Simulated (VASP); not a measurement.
Output of a VASP run:

**OSZICAR**
```
       N       E                     dE             d eps       ncg     rms          rms(c)
DAV:   1     0.881342041131E+02    0.88134E+02   -0.85404E+03  2496   0.162E+03
DAV:   2    -0.426530161708E+02   -0.13079E+03   -0.12538E+03  2604   0.386E+02
DAV:   3    -0.519923606637E+02   -0.93393E+01   -0.90302E+01  3560   0.979E+01
DAV:   4    -0.524812589212E+02   -0.48890E+00   -0.48457E+00  3136   0.200E+01
DAV:   5    -0.525014507293E+02   -0.20192E-01   -0.20187E-01  3504   0.356E+00    0.170E+01
DAV:   6    -0.258021353972E+02    0.26699E+02   -0.63308E+00  3328   0.448E+01    0.591E+00
DAV:   7    -0.289641826212E+02   -0.31620E+01   -0.30812E+01  2684   0.683E+01    0.721E+00
DAV:   8    -0.256423702637E+02    0.33218E+01   -0.49722E+00  2972   0.285E+01    0.620E+00
DAV:   9    -0.305491929880E+02   -0.49068E+01   -0.47632E+00  3700   0.285E+01    0.739E+00
DAV:  10    -0.310754675687E+02   -0.52627E+00   -0.19664E-01  3124   0.535E+00    0.773E+00
DAV:  11    -0.301705701225E+02    0.90490E+00   -0.47334E-01  2888   0.110E+01    0.698E+00
DAV:  12    -0.257706395926E+02    0.43999E+01   -0.57015E+00  2544   0.387E+01    0.575E+00
DAV:  13    -0.272213300948E+02   -0.14507E+01   -0.47563E+00  3000   0.207E+01    0.587E+00
DAV:  14    -0.273805518362E+02   -0.15922E+00   -0.14275E+00  3972   0.930E+00    0.382E+00
DAV:  15    -0.273540595527E+02    0.26492E-01   -0.83258E-02  2776   0.310E+00    0.339E+00
DAV:  16    -0.273825750525E+02   -0.28515E-01   -0.61301E-02  2860   0.298E+00    0.289E+00
DAV:  17    -0.273497517588E+02    0.32823E-01   -0.43497E-02  2812   0.181E+00    0.193E+00
DAV:  18    -0.273567060589E+02   -0.69543E-02   -0.47314E-03  2668   0.950E-01    0.173E+00
DAV:  19    -0.273581830827E+02   -0.14770E-02   -0.16314E-04  2956   0.181E-01    0.180E+00
DAV:  20    -0.273564359201E+02    0.17472E-02   -0.26217E-04  3060   0.248E-01    0.169E+00
DAV:  21    -0.273509658296E+02    0.54701E-02   -0.10270E-02  3196   0.173E+00    0.100E+00
DAV:  22    -0.273454118122E+02    0.55540E-02   -0.76062E-03  3288   0.888E-01    0.501E-01
DAV:  23    -0.273456497666E+02   -0.23795E-03   -0.27865E-03  3164   0.894E-01    0.165E-01
DAV:  24    -0.273453908810E+02    0.25889E-03   -0.37925E-04  3088   0.159E-01    0.109E-01
DAV:  25    -0.273454235479E+02   -0.32667E-04   -0.11720E-04  3276   0.174E-01    0.430E-02
DAV:  26    -0.273454154770E+02    0.80709E-05   -0.84066E-06  2988   0.441E-02    0.267E-02
DAV:  27    -0.273454089882E+02    0.64888E-05   -0.33632E-06  3396   0.184E-02    0.250E-02
DAV:  28    -0.273454111407E+02   -0.21525E-05   -0.86798E-06  3000   0.485E-02    0.669E-03
DAV:  29    -0.273454097572E+02    0.13835E-05   -0.54181E-07  3004   0.101E-02    0.421E-03
DAV:  30    -0.273454089408E+02    0.81640E-06   -0.13288E-07  1912   0.609E-03    0.243E-03
DAV:  31    -0.273454087718E+02    0.16899E-06   -0.54327E-08  1420   0.279E-03    0.146E-03
DAV:  32    -0.273454086747E+02    0.97105E-07   -0.40883E-08  1348   0.209E-03
   1 F= -.27345409E+02 E0= -.27345442E+02  d E =0.988688E-04
```

**OUTCAR**
```
------------------------ aborting loop because EDIFF is reached ----------------------------------------
  FORCE on cell =-STRESS in cart. coord.  units (eV):
  Direction    XX          YY          ZZ          XY          YZ          ZX
  --------------------------------------------------------------------------------------
  Total        1.0099381      1.0099381      1.0099381     -0.0000000      0.0000000     -0.0000000
  in kB       82.0247855     82.0247855     82.0247855     -0.0000000      0.0000000     -0.0000000
  external PRESSURE =      82.0247855 kB  Pullay stress =       0.0000000 kB
  volume of cell :       19.73
      direct lattice vectors                 reciprocal lattice vectors
     0.000000000  2.144585765  2.144585765    -0.233145257  0.233145257  0.233145257
     2.144585765  0.000000000  2.144585765     0.233145257 -0.233145257  0.233145257
     2.144585765  2.144585765  0.000000000     0.233145257  0.233145257 -0.233145257
 POSITION                                       TOTAL-FORCE (eV/Angst)
 -----------------------------------------------------------------------------------
      0.00000      0.00000      0.00000        -0.000000      0.000000     -0.000000
      2.14459      2.14459      2.14459         0.000000      0.000000      0.000000
 -----------------------------------------------------------------------------------
    total drift:                                0.000000     -0.000000     -0.000000
  FREE ENERGIE OF THE ION-ELECTRON SYSTEM (eV)
  ---------------------------------------------------
  free  energy   TOTEN  =       -27.3454086747 eV

  energy  without entropy=      -27.3455075435  energy(sigma->0) =      -27.34544163
```
(Selected blocks of OUTCAR.)

**POSCAR**
```
TiC
1
    0.0000000000     2.1445857648     2.1445857648
    2.1445857648     0.0000000000     2.1445857648
    2.1445857648     2.1445857648     0.0000000000
Ti C
1 1
Direct
  0.0000000000   0.0000000000   0.0000000000
  0.5000000000   0.5000000000   0.5000000000
```

### Question
Write an INCAR and KPOINTS that could have produced this output.

### Answer
This is not unique; one that fits is the input of the run itself, TPSS meta-GGA, plane waves, VASP's PBE PAW potentials (set 64).

INCAR:
```
SYSTEM  =  TiC
PREC  =  Accurate; ENCUT  =  520; LREAL  =  F
LASPH  =  T
EDIFF  =  1E-7; NELM  =  100; ALGO  =  Normal
LMAXMIX  =  4; LMIXTAU  =  T
ISMEAR  =  1; SIGMA  =  0.1
METAGGA  =  TPSS
ISIF  =  2
LWAVE  =  F; LCHARG  =  F
```

File KPOINTS:
```
Automatic mesh
0
Gamma
14 14 14
0 0 0
```

POTCAR, in this order: Ti_sv C (PBE.64 set). Program: vasp_std.

The compound is TiC in the rock salt structure. This cell is one point of a volume scan, at 0.97 of the reference volume.
